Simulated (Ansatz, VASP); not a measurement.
## Cross-check of CuAu (Tetraauricupride) between VASP and Ansatz

One calculation is typed for both programs; each brings its own data sets. How far apart do they land? The cell is taken from a series of runs on this material, whose earlier steps may have relaxed, scaled, displaced or heated it; both programs get it as it stands. Valence electrons are named where the data sets of a main pair hold unlike numbers.

Method: plane waves, with VASP 6.6.1 beside it; electric field gradients at PBEsol, in Ansatz 0.2.0.

**1. The starting structure**

Symmetry: P4/mmm, No. 123, tetragonal system. Conventional cell: a = 2.794 Å, b = 2.794 Å, c = 3.631 Å, α = 90.00°, β = 90.00°, γ = 90.00°. Nearest to Cu lie 8 Au at 2.68 Å and 4 Cu at 2.79 Å. Au has 8 Cu at 2.68 Å and 4 Au at 2.79 Å nearest. Farther neighbours are not listed.

As a file:

```xyz
2
Lattice="2.7940 0.0000 0.0000 0.0000 2.7940 0.0000 0.0000 0.0000 3.6312" Properties=species:S:1:pos:R:3 pbc="T T T"
Cu    1.3970    1.3970    1.8156
Au    0.0000    0.0000    0.0000
```

**2. VASP: electric field gradients, PBEsol**

Field gradients test the density near the nuclei, where the PAW reconstruction matters most.

Lines of VASP's logs that name or quote its potential files are left out, and so is its time.

Contents of INCAR:

```
SYSTEM = CuAu
PREC = Accurate
ENCUT = 750
EDIFF = 1E-06
NELM = 100
ISMEAR = 1
SIGMA = 0.2
LREAL = .FALSE.
ALGO = Normal
GGA = PS
NBANDS = 25
LASPH = .TRUE.
LORBIT = 11
LWAVE = .FALSE.
LCHARG = .FALSE.
KPAR = 2
ISIF = 2
LEFG = .TRUE.
```

Contents of POSCAR:

```
CuAu
1.0
    2.7939584783      0.0000000000      0.0000000000
    0.0000000000      2.7939584783      0.0000000000
    0.0000000000      0.0000000000      3.6311637682
Cu Au
1 1
Direct
    0.5000000000      0.5000000000      0.5000000000
    0.0000000000      0.0000000000      0.0000000000
```

Contents of KPOINTS:

```
Automatic mesh
0
Gamma
9 9 7
0 0 0
```

PAW data sets: Cu_sv_GW and Au_sv_GW (PBE family, release 64).

Launch:

```bash
$ mpirun -np 2 vasp_std
```

Numbers of over 12 decimals in the logs are rounded to 6 here.

What it wrote:

```text
[banner, memory and clock lines left out]
running    2 mpi-ranks, on    1 nodes
 distrk:  each k-point on    1 cores,    2 groups
 distr:  one band on    1 cores,    1 groups

 POSCAR found type information on POSCAR CuAu
 POSCAR found :  2 types and       2 ions
|                                                                             |
|               ----> ADVICE to this user running VASP <----                  |
|                                                                             |
|     You enforced a specific xc type in the INCAR file but a different       |
|     [... a line on the potential file left out ...]
|     I HOPE YOU KNOW WHAT YOU ARE DOING!                                     |
|                                                                             |

 LDA part: xc-table for (Slater+PW92), standard interpolation
 POSCAR, INCAR and KPOINTS ok, starting setup
 FFT: planning ... GRIDC
 FFT: planning ... GRID_SOFT
 FFT: planning ... GRID
 WAVECAR not read
 entering main loop
       N       E                     dE             d eps       ncg     rms          rms(c)
DAV:   1     0.874917428830E+03    0.87492E+03   -0.27649E+04  4168   0.503E+03
DAV:   2     0.908550384945E+02   -0.78406E+03   -0.75697E+03  4570   0.129E+03
DAV:   3    -0.467234642649E+01   -0.95527E+02   -0.91537E+02  5466   0.522E+02
DAV:   4    -0.100313952478E+02   -0.53590E+01   -0.53151E+01  5164   0.141E+02
DAV:   5    -0.102945795215E+02   -0.26318E+00   -0.26245E+00  5120   0.229E+01    0.136E+01
DAV:   6    -0.788410952072E+01    0.24105E+01   -0.89043E+00  5182   0.791E+01    0.142E+01
DAV:   7    -0.786700658544E+01    0.17103E-01   -0.53846E-01  5440   0.231E+01    0.818E+00
DAV:   8    -0.788957253452E+01   -0.22566E-01   -0.36938E-01  4880   0.340E+01    0.217E+00
DAV:   9    -0.783717397385E+01    0.52399E-01   -0.19928E-01  4296   0.324E+01    0.262E-01
DAV:  10    -0.783788172822E+01   -0.70775E-03   -0.15780E-02  5888   0.283E+00    0.876E-02
DAV:  11    -0.783787284124E+01    0.88870E-05   -0.47945E-04  5143   0.948E-01    0.377E-02
DAV:  12    -0.783786530012E+01    0.75411E-05   -0.50611E-05  5600   0.281E-01    0.158E-02
DAV:  13    -0.783786403857E+01    0.12615E-05   -0.12994E-06  2566   0.708E-02    0.957E-03
DAV:  14    -0.783786327716E+01    0.76141E-06   -0.35755E-06  2640   0.115E-01
ion   1
     0.0000000     0.0000000     0.0000000     0.4379032    -0.0000000    -0.0000000
     0.0000464     0.0000000     0.0000000     0.4379032    -0.0000000    -0.0000000
     0.0000639     0.0000000     0.0000000     0.4379032    -0.0000000    -0.0000000
     0.0000880     0.0000000     0.0000000     0.4379032    -0.0000000    -0.0000000
     0.0001211     0.0000000     0.0000000     0.4379032    -0.0000000    -0.0000000

     0.0000000     0.0000000     0.0000000     8.7032944    -0.0000000    -0.0000000
     0.0000464     0.0000000     0.0000000     8.7030171    -0.0000000    -0.0000000
     0.0000639     0.0000000     0.0000000     8.7028528    -0.0000000    -0.0000000
     0.0000880     0.0000000     0.0000000     8.7025815    -0.0000000    -0.0000000
     0.0001211     0.0000000     0.0000000     8.7021352    -0.0000000    -0.0000000

ion   2
     0.0000000    -0.0000000     0.0000000    -0.6310422     0.0000000    -0.0000000
     0.0000676    -0.0000000     0.0000000    -0.6310421     0.0000000    -0.0000000
     0.0000931    -0.0000000     0.0000000    -0.6310421     0.0000000    -0.0000000
     0.0001282    -0.0000000     0.0000000    -0.6310421     0.0000000    -0.0000000
     0.0001766    -0.0000000     0.0000000    -0.6310419     0.0000000    -0.0000000

     0.0000000     0.0000000     0.0000000   -65.6919589     0.0000000    -0.0000000
     0.0000676     0.0000000     0.0000000   -65.5406888     0.0000000    -0.0000000
     0.0000931     0.0000000     0.0000000   -65.4668947     0.0000000    -0.0000000
     0.0001282     0.0000000     0.0000000   -65.3533746     0.0000000    -0.0000000
     0.0001766     0.0000000     0.0000000   -65.1795039     0.0000000    -0.0000000

   1 F= -.78378633E+01 E0= -.78377662E+01  d E =-.291126E-03
```

From OUTCAR (step 2):

```text
ion  position               nearest neighbor table
   1  0.500  0.500  0.500-   2 2.68   2 2.68   2 2.68   2 2.68   2 2.68   2 2.68   2 2.68   2 2.68

  LATTYP: Found a simple tetragonal cell.
 ALAT       =     2.7939584783
 C/A-ratio  =     1.2996484366

 Subroutine GETGRP returns: Found 16 space group operations
 (whereof 16 operations were pure point group operations)

The static configuration has the point symmetry D_4h.

 Found     60 irreducible k-points:

   k-points           NKPTS =     60   k-points in BZ     NKDIM =     60   number of bands    NBANDS=     25

   dimension x,y,z NGX =    28 NGY =   28 NGZ =   32
   dimension x,y,z NGXF=    56 NGYF=   56 NGZF=   64

   ENCUT  =  750.0 eV  55.12 Ry    7.42 a.u.   6.24  6.24  8.11*2*pi/ulx,y,z

   NELECT =      38.0000    total number of electrons

 k-points in reciprocal lattice and weights: Automatic mesh
   0.00000000  0.00000000  0.00000000       0.002
   0.11111111  0.00000000  0.00000000       0.007
   0.22222222  0.00000000  0.00000000       0.007
   0.33333333  0.00000000  0.00000000       0.007
   0.44444444  0.00000000  0.00000000       0.007
   0.11111111  0.11111111  0.00000000       0.007
   0.22222222  0.11111111  0.00000000       0.014
   0.33333333  0.11111111  0.00000000       0.014
   0.44444444  0.11111111  0.00000000       0.014
[...]
0.44444444  0.33333333  0.42857143       0.028
   0.44444444  0.44444444  0.42857143       0.014

 average (electrostatic) potential at core
       1 -87.6677       2 -84.5743

 E-fermi :   8.5242

 k-point     1 :       0.0000    0.0000    0.0000
  band No.  band energies     occupation
    ...
     15       5.6717      2.00000
     16       6.4026      2.00000
     17       6.8596      2.00000
     18       7.0922      2.00000
     19       7.0922      2.00000
     20      10.6763     -0.00000
     21      16.9529      0.00000
     22      18.5093      0.00000
     23      18.5093      0.00000
     24      25.4369      0.00000
    ...

 k-point     2 :       0.1111    0.0000    0.0000
  band No.  band energies     occupation
    ...
     15       5.7157      2.00000
     16       6.3896      2.00000
     17       6.6736      2.00000
     18       6.7315      2.00000
     19       7.0281      2.00000
     20      11.4900     -0.00000
     21      16.1866      0.00000
     22      17.6067      0.00000
     23      19.0130      0.00000
     24      25.0247      0.00000
    ...

 k-point     3 :       0.2222    0.0000    0.0000
  band No.  band energies     occupation
    ...
     15       5.7589      2.00000
     16       6.0564      2.00000
     17       6.4344      2.00000
     18       6.4665      2.00000
     19       6.8463      2.00000
     20      13.2573      0.00000
     21      13.5630      0.00000
     22      17.4036      0.00000
     23      20.3825      0.00000
     24      23.7172      0.00000
    ...

  Total       -0.2078982     -0.2078982     -0.2250595      0.0000000      0.0000000      0.0000000
  in kB      -11.7510181    -11.7510181    -12.7210277      0.0000000      0.0000000      0.0000000
  external PRESSURE =     -12.0743546 kB  Pullay stress =       0.0000000 kB

  energy-cutoff  :      750.00
  volume of cell :       28.35
      direct lattice vectors                 reciprocal lattice vectors
     2.793958478  0.000000000  0.000000000     0.357915126  0.000000000  0.000000000
     0.000000000  2.793958478  0.000000000     0.000000000  0.357915126  0.000000000
     0.000000000  0.000000000  3.631163768     0.000000000  0.000000000  0.275393803

 POSITION                                       TOTAL-FORCE (eV/Angst)
 -----------------------------------------------------------------------------------
      1.39698      1.39698      1.81558         0.000000      0.000000      0.000000
      0.00000      0.00000      0.00000         0.000000      0.000000      0.000000
 -----------------------------------------------------------------------------------
    total drift:                                0.000000      0.000000      0.000000

  FREE ENERGIE OF THE ION-ELECTRON SYSTEM (eV)
  ---------------------------------------------------
  free  energy   TOTEN  =        -7.8378632772 eV

  energy  without entropy=       -7.8375721511  energy(sigma->0) =       -7.83776624

 Electric field gradients after diagonalization (V/A^2)
 (convention: |V_zz| > |V_xx| > |V_yy|)
----------------------------------------------------------------------
 ion       V_xx      V_yy      V_zz     asymmetry (V_yy - V_xx)/ V_zz
----------------------------------------------------------------------
   1       5.230     5.230   -10.461       0.000
   2     -41.212   -41.212    82.424       0.000
----------------------------------------------------------------------

 total charge
# of ion       s       p       d       f       tot
--------------------------------------------------
    1        2.248   6.334   8.941   0.004  17.526
    2        2.349   6.422   8.355   0.014  17.140
--------------------------------------------------
tot          4.597  12.756  17.296   0.018  34.666

[... 3 further parts left out ...]
```

The run ends at a pressure of -1.21 GPa.

**3. Ansatz: electric field gradients, PBEsol**

Ansatz runs on its default PAW (the set named soft_2) files.

The same cell, functional, mesh and smearing now go to Ansatz, which takes its cutoff from its data sets.

Contents of input.yaml:

```yaml
crystal:
  lattice:
    - [2.7939584783, 0.0, 0.0]
    - [0.0, 2.7939584783, 0.0]
    - [0.0, 0.0, 3.6311637682]
  atoms:
    - { symbol: Cu, position: [0.5, 0.5, 0.5] }
    - { symbol: Au, position: [0.0, 0.0, 0.0] }
hamiltonian:
  xc: pbesol
  pseudopotentials: { kind: paw }
kpoints:
  mp_grid: { grid: [9, 9, 7] }
scf:
  occupations: { method: methfessel_paxton, width: 0.2 }
  n_extra_bands: 4
output:
  forces: true
  stress: true
  eigenvalues: true
  efg: {}
```

Launch:

```bash
$ ansatz run input.yaml --threads 2 --pin off --max-ram 4608MiB --backend cpu --events-out ev --progress --plain --runs-dir out
```

What it wrote:

```text
scf.n_extra_bands = 4 over 19 filled bands (N_el = 38.0): the run solves 23 bands
Au: output.efg is read without spin–orbit coupling, which moves field gradients at and beside such atoms by some per cent and up to a factor of two; PAW files take it under magnetization.noncollinear and magnetization.spin_orbit
Engine: ansatz 0.2.0, aarch64-unknown-linux-gnu
Pseudopotentials: kind: paw
Pseudopotential: Cu, paw, valence charge 19, recommended cutoff 420 eV (normal), Cu.paw.azcp
Pseudopotential: Au, paw, valence charge 19, recommended cutoff 420 eV (normal), Au.paw.azcp
Functional definition: PBEsol
  exchange = pbesol_x
  correlation = pbesol_c
Crystal: 2 atoms, lattice volume = 28.346 Å³
Basis set: ecut = 420 eV, 545 PW (Γ), exchange–correlation on 40×40×50 points (8 copies of the dense FFT grid, shifted against one another)
Bands: 23, of which v1, the nominal top of the filled ones, is band 19 counted from 1 (18 counted from 0)
Symmetry: 16 space group operations
Space group: P4/mmm (ITA 123), of the structure as read, at distance tolerance 3.0e-5 Å
k-points: 60 of 567
Non-local potential: Cu, projectors of the file, l = 0: 3, l = 1: 2, l = 2: 3, l = 3: 1
Non-local potential: Au, projectors of the file, l = 0: 3, l = 1: 2, l = 2: 2, l = 3: 1
PAW form: soft (Blöchl's): semilocal exchange-correlation on the pseudo side does not see the compensation charge
PAW frozen core: Cu, regenerated for the run's functional, and the local potential with it (the file was generated under x = pbe(κ = 0.804, μ = 0.219515), c = pbe(β = 0.066725))
PAW frozen core: Au, regenerated for the run's functional, and the local potential with it (the file was generated under x = pbe(κ = 0.804, μ = 0.219515), c = pbe(β = 0.066725))
PAW one-centre angular grid: Cu, 590 points (default); XC on 64 Gauss nodes
PAW one-centre angular grid: Au, 590 points (default); XC on 64 Gauss nodes
Initial density: superposition of atomic densities (neutral atoms: chi_scale 0, normalization atom), corrected by the library's trained network
Initial wavefunctions: pseudopotential atomic-orbital guess
Functional: x = pbesol(κ = 0.804, μ = 0.123457), c = pbesol(β = 0.046)
SCF iter   1: F=—  HF=-19596.006826 eV  |F-HF|=—  |Δ(HF+E_count)|=         —  Δρ=1.62e-2  dr2=4.41e-2  ethr=1.77e-3  ⟨swp⟩=4.7  Hψ=5028  notcnv=0
preconditioner: auto → Kerker (q_TF=auto, 2.865 Å⁻¹)  [metal: Δε(μ)=0.067 eV  Ē_g=10.814 eV  σ=0.200 eV  W_gap=0.28  n_scr=14 (ndim 8)  ℏωp=32.7 eV  f_vac=0.000  D(μ)=0.40/eV (n_scr^D=0)]
SCF iter   2: F=—  HF=-19595.998723 eV  |F-HF|=—  |Δ(HF+E_count)|=   8.10e-3  S|Δr|=    0.00e0  Δρ=3.07e-3  dr2=2.13e-3  ethr=1.16e-4  ⟨swp⟩=2.0  Hψ=2184  notcnv=0
SCF iter   3: F=—  HF=-19595.998008 eV  |F-HF|=—  |Δ(HF+E_count)|=   7.15e-4  S|Δr|=    0.00e0  Δρ=2.16e-3  dr2=1.06e-3  ethr=5.60e-6  ⟨swp⟩=2.7  Hψ=2477  notcnv=0
SCF iter   4: F=—  HF=-19595.997690 eV  |F-HF|=—  |Δ(HF+E_count)|=   3.17e-4  S|Δr|=    0.00e0  Δρ=3.15e-4  dr2=3.16e-5  ethr=2.80e-6  ⟨swp⟩=2.3  Hψ=1870  notcnv=0
SCF iter   5: F=—  HF=-19595.997715 eV  |F-HF|=—  |Δ(HF+E_count)|=   2.46e-5  S|Δr|=    0.00e0  Δρ=1.13e-4  dr2=3.11e-6  ethr=8.32e-8  ⟨swp⟩=2.0  Hψ=1873  notcnv=0
SCF iter   6: F=—  HF=-19595.997714 eV  |F-HF|=—  |Δ(HF+E_count)|=   7.88e-7  S|Δr|=    0.00e0  Δρ=2.72e-5  dr2=3.26e-7  ethr=8.18e-9  ⟨swp⟩=2.8  Hψ=2381  notcnv=0
SCF iter   7: F=-19595.997714 eV  HF=-19595.997714 eV  |F-HF|=5.83e-8  |Δ(HF+E_count)|=   5.15e-8  S|Δr|=    0.00e0  Δρ=1.20e-5  dr2=7.97e-8  ethr=2.63e-10  ⟨swp⟩=4.5  Hψ=5143  notcnv=0
SCF 1 converged in 7 iterations: F = -19595.997714 eV  dr2 = 7.97e-8
  greatest PAW one-centre occupation: 1.001 electrons in one spin orbital (limit 2), on the Au atom at site 1 (counted from 0), in its partial waves of l = 0
SCF converged after 7 iterations
Stability not checked: this state was not tested for a lower state beside it, because cold or Methfessel-Paxton smearing, or corrected tetrahedra, fill the levels in a way that the test cannot read (fill_not_monotonic; see scf.lower_state_search)
Free energy (F): -19595.997714 eV
Harris-Foulkes:  -19595.997714 eV  (|F-HF|=5.83e-8)
Internal energy: -19595.997410 eV  (E = F + TS)
E sigma→0 (E₀):  -19595.997638 eV
Entropy (-TS):   -0.000304 eV (-0.152 meV/atom)
Fermi energy:    19.449510 eV
--- Per-component energies (eV) ---
  E_band       = -540.879891
  E_kinetic    = 905.147507
  E_local      = -5809.999322  (includes V_loc(G=0)·N_el)
  E_nonlocal   = 472.852886
  E_hartree    = 2550.669148
  E_xc         = -315.848203
  E_vxc        = -390.332275  (∫ρ·V_xc dr)
  E_paw        = -11195.592137  (= ΣΔE_a)
  E_vpaw       = -819.895450  (= ΣTr[D̂ρ^β])
  E_aug_tail   = 0.001579  (compensation charges beyond the density's cutoff)
  E_ewald      = -6203.744549
  E_core_change = 0.515681  (= ΣΔE_core)
  E_smearing   = -0.000304  (= −TS)
  E_closure    = 0.000000  (closes the sum)
  Σ components = -19595.997714   (vs F -19595.997714, Δ=0.00e0)
--- Forces (eV/Å), atoms counted from 1 ---
  atom   1  Cu     0.00000000    -0.00000000    -0.00000000
  atom   2  Au    -0.00000000     0.00000000     0.00000000
  max |Σ_I F_I| component: 1.76e-28 eV/Å
--- Stress (GPa, compression-positive) ---
        0.356622      -0.000000      -0.000000
       -0.000000       0.356622      -0.000000
       -0.000000      -0.000000       0.277124
  P = ⅓ Tr σ = 0.3301 GPa (3.301 kbar)
--- PAW observables at the nuclei: V_zz in 10²¹ V/m², potentials from the cell's mean, atoms counted from 1 ---
  atom   1  Cu V_zz =    -1.036654   η = 0.0000   by run symmetry: allowed
            electrostatic potential = -3767.304053 V   contact ρ = none
  atom   2  Au V_zz =    +7.057478   η = 0.0000   by run symmetry: allowed
            electrostatic potential = -16459.752392 V   contact ρ = none
--- Band table (eV; the first three rows and the last of 60) ---
  k-point 0: bands = [... 15 lower, 17.3252, 17.7842, 18.0180, 18.0180, 21.5892, 27.8757, 29.4175, 29.4175]
  k-point 1: bands = [... 15 lower, 17.2525, 17.7343, 17.8509, 17.8509, 20.2045, 29.6451, 29.9205, 29.9205]
  k-point 2: bands = [... 15 lower, 17.0024, 17.4686, 17.4686, 17.6074, 18.0019, 31.3018, 31.3018, 32.9321]
  k-point 59: bands = [... 15 lower, 17.3219, 17.6949, 17.7866, 22.9711, 24.5642, 24.7919, 25.7084, 26.8013]
```

The run ends at a pressure of 0.33 GPa.

**4. Comparison**

Known differences besides the potentials themselves: the cutoff is 420 eV in Ansatz and 750 eV in VASP; Ansatz makes its cores anew for this functional, VASP keeps those of its PBE data sets; Ansatz adds the response of the frozen cores to the gradients, VASP leaves it out. Total energies have different zeros and are not compared.

The two programs side by side:

```
                                        quantity  Ansatz   VASP  difference
                                  pressure (GPa)    0.33  -1.21       +1.54
pressure without Ansatz's Pulay correction (GPa)    0.25  -1.21       +1.46
                               Vzz at Cu1 (V/Å²)   -10.4  -10.5        +0.1
                               Vzz at Au2 (V/Å²)    70.6   82.4       -11.8
```

Ansatz's pressure holds a Pulay correction of 0.08 GPa; VASP's holds none.

**5. Summary of results**

* difference in pressure (electric field gradients, PBEsol): 1.5 GPa
* difference in Vzz at Au2 (electric field gradients, PBEsol): -12 V/Å²

In words: The difference in pressure is 1.5 GPa (electric field gradients, PBEsol), beyond the 1 GPa picked in this series as the mark of a large difference. By the marks of this series, far apart in the electric field gradients, PBEsol pair: the difference in pressure, 1.5 GPa and the difference in Vzz at Au2, -12 V/Å². What causes the difference of the electric field gradients, PBEsol pair stays open here. Such differences can come from data sets, numerical settings and the points named under the comparisons, not from the functional's error against experiment.

[Lines on the potential files, build, host, timing and source positions are cut from VASP's logs without a mark.]

[Logs are printed without paths, hosts, clocks, repeated set-up lines and the standing remarks that a program may print on its own settings, such as how far it seeks lower states.]

[Hosts, paths, dates, database ids (printed as entryN), source tags and the programs' standing remarks are cut or masked in the printed files.]
